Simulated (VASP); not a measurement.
Runs of VASP 6.6.1 on C. Symmetry: P6_3/mmc, No. 194, hexagonal system. The conventional cell has a = 2.456 Å, b = 2.456 Å, c = 7.090 Å, α = 90.00°, β = 90.00°, γ = 120.00°. C (site symmetry -6m2) has 3 C at 1.42 Å as nearest neighbours. C (site symmetry -6m2) is surrounded by 3 C at 1.42 Å. 

```tsv
task	level	cell	cutoff (eV)	gap on the mesh (eV)	pressure (GPa)
single point	r2SCAN	P6_3/mmc, 9.26 Å³/atom	520	(a)	0.7
single point	PBE	P6_3/mmc, 10.72 Å³/atom	520	1.79	0.5
single point	r2SCAN	P6_3/mmc, 9.39 Å³/atom	520	1.60	0.4
single point	r2SCAN	P6_3/mmc, 10.13 Å³/atom	520	1.82	(b)
relaxation of cell and atoms	PBE	relaxed	600	1.74	0.0
```

Alike in all rows: potentials or basis VASP PAW PBE potentials, release 64 (C); no spin polarisation; k mesh 10 × 10 × 4; smearing gaussian 0.05 eV.

Fill in the values left out.

(a) 1.56; (b) -0.2.

Caveats: the PAW data sets were made with another functional, which shifts forces and pressure a little (some runs); this functional lacks dispersion, which binds the layers, so the pressure and a relaxed spacing across them are unreliable (some runs); the volume moved by over 15 % at a fixed basis, so the end points are rough (some runs); this functional lacks dispersion, which binds the layers, so the pressure and a relaxed spacing across them are unreliable, and here the layers came unbound (some runs).

A k mesh can miss the band edges.
